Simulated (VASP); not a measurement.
Write the native input for VASP 6.6.1 that does the following.

- Task: single point
- Functional: LDA
- Potentials or basis: VASP PAW LDA potentials, release 64 (Ca_sv, Zn, Sb)
- Cutoff: 520 eV
- k mesh: 12 × 12 × 6
- Occupations: gaussian, width 0.05 eV
- Spin: no spin polarisation
- Dipole correction: no
- Further INCAR settings: ALGO = Fast; EDIFF = 1e-07; NBANDS = 30

The structure of CaZn2Sb2 lies in POSCAR:

```
CaZn2Sb2
1.0
    4.3580381640      0.0000000000      0.0000000000
   -2.1790190820      3.7741717607      0.0000000000
    0.0000000000      0.0000000000      7.2306187594
Ca Zn Sb
1 2 2
Direct
    0.0000000000      0.0000000000      0.0000000000
    0.3333333333      0.6666666667      0.6331625593
    0.6666666667      0.3333333333      0.3668374407
    0.3333333333      0.6666666667      0.2557853088
    0.6666666667      0.3333333333      0.7442146912
```

The cell was built by a generator and needn't be a form met in nature.

One way to write it, as run:

INCAR

```
SYSTEM = CaZn2Sb2
PREC = Accurate
ENCUT = 520
EDIFF = 1E-7
ISMEAR = 0
SIGMA = 0.05
LREAL = .False.
LASPH = .True.
NELM = 100
ALGO = Fast
ISIF = 2
LWAVE = .False.
LCHARG = .False.
GGA = CA
NBANDS = 30
```

KPOINTS

```
Automatic mesh
0
Gamma
  12 12 6
  0 0 0
```

Potentials or basis: VASP PAW LDA potentials, release 64 (Ca_sv, Zn, Sb).

The run is started by

```bash
$ cat potpaw_LDA.64/Ca_sv/POTCAR potpaw_LDA.64/Zn/POTCAR potpaw_LDA.64/Sb/POTCAR > POTCAR
$ mpirun -np 1 vasp_std > vasp.out
```

It gave:

```yaml
Pressure: 0.4 GPa
Largest_force: 0.026 eV/Å
Band_gap_on_the_k_mesh: none (metal or under the smearing width)
```

It took 8.1 min on 1 thread of AMD EPYC 9R14 (Zen 4) (shared host), peak memory 0.42 GiB.
